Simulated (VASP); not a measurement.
Output of a VASP run:

### OSZICAR
```
       N       E                     dE             d eps       ncg     rms          rms(c)
DAV:   1     0.890302173469E+02    0.89030E+02   -0.82781E+03  3182   0.125E+03
DAV:   2     0.119106833591E+01   -0.87839E+02   -0.84199E+02  3544   0.277E+02
DAV:   3    -0.103909847910E+02   -0.11582E+02   -0.11490E+02  6038   0.600E+01
DAV:   4    -0.106159763967E+02   -0.22499E+00   -0.22477E+00  3514   0.134E+01
DAV:   5    -0.106234034794E+02   -0.74271E-02   -0.74268E-02  5034   0.178E+00    0.625E+00
DAV:   6    -0.973603584767E+01    0.88737E+00   -0.67527E+00  3178   0.236E+01    0.289E+00
DAV:   7    -0.967472719813E+01    0.61309E-01   -0.43156E-01  3238   0.578E+00    0.695E-01
DAV:   8    -0.966393452875E+01    0.10793E-01   -0.23313E-02  4058   0.129E+00    0.254E-01
DAV:   9    -0.966144673573E+01    0.24878E-02   -0.47381E-03  3740   0.583E-01    0.328E-02
DAV:  10    -0.966145742809E+01   -0.10692E-04   -0.36809E-04  4776   0.142E-01    0.157E-02
DAV:  11    -0.966145723333E+01    0.19477E-06   -0.58080E-06  3940   0.210E-02
   1 F= -.96614572E+01 E0= -.96335883E+01  d E =-.557379E-01
```

### OUTCAR
```
------------------------ aborting loop because EDIFF is reached ----------------------------------------
  FORCE on cell =-STRESS in cart. coord.  units (eV):
  Direction    XX          YY          ZZ          XY          YZ          ZX
  --------------------------------------------------------------------------------------
  Total       -0.5671301     -0.6272299     -0.6562799      0.0068253     -0.0024863     -0.0044799
  in kB      -14.7910375    -16.3584703    -17.1161094      0.1780061     -0.0648431     -0.1168373
  external PRESSURE =     -16.0885391 kB  Pullay stress =       0.0000000 kB
  volume of cell :       61.43
      direct lattice vectors                 reciprocal lattice vectors
     3.945768000  0.000000000  0.000000000     0.253436086  0.000000000  0.000000000
     0.000000000  3.945768000  0.000000000     0.000000000  0.253436086  0.000000000
     0.000000000  0.000000000  3.945768000     0.000000000  0.000000000  0.253436086
 POSITION                                       TOTAL-FORCE (eV/Angst)
 -----------------------------------------------------------------------------------
      0.03834      1.92864      1.97408        -0.154658     -0.009335      0.025176
      1.93500      2.07002      0.01944         0.110499     -0.274631     -0.083324
      1.99277      0.00690      1.95787         0.001928      0.038581      0.055585
      3.92543      3.88599      3.94015         0.042231      0.245385      0.002563
 -----------------------------------------------------------------------------------
    total drift:                               -0.001089     -0.000205      0.000310
  FREE ENERGIE OF THE ION-ELECTRON SYSTEM (eV)
  ---------------------------------------------------
  free  energy   TOTEN  =        -9.6614572333 eV

  energy  without entropy=       -9.6057193361  energy(sigma->0) =       -9.63358828
```
(Selected blocks of OUTCAR.)

POSCAR:
```
Li3Ag
1
    3.9457680000     0.0000000000     0.0000000000
    0.0000000000     3.9457680000     0.0000000000
    0.0000000000     0.0000000000     3.9457680000
Li Ag
3 1
Direct
  0.0097160000   0.4887860000   0.5003040000
  0.4903980000   0.5246170000   0.0049260000
  0.5050400000   0.0017480000   0.4961940000
 -0.0051540000  -0.0151510000  -0.0014240000
```

Q: Reconstruct the remaining input files.

A: This is not unique; one that fits is the input of the run itself, PBEsol GGA, plane waves, VASP's PBE PAW potentials (set 64).

### KPOINTS
```
Automatic mesh
0
Gamma
6 6 6
0 0 0
```

**INCAR**
```
SYSTEM = Li3Ag
PREC = Accurate
ENCUT = 400
EDIFF = 1E-6
NELM = 100
ALGO = Normal
LREAL = .FALSE.
LASPH = .TRUE.
ISMEAR = 0
SIGMA = 0.272
GGA = PS
LMAXMIX = 4
LWAVE = .FALSE.
LCHARG = .FALSE.
ISIF = 2
```

POTCAR, in this order: Li_sv Ag (PBE.64 set). Program: vasp_std.

At this cut-off the stress carries a Pulay error, which pulls relaxed volumes low.

The structure was generated: Li3Ag was put into an ordered model structure, which need not be its known phase. The cell was not relaxed at this level, atoms are displaced from their ideal sites. The run is one of a series of settings (GGA = PS against the base run), some of them coarse on purpose.
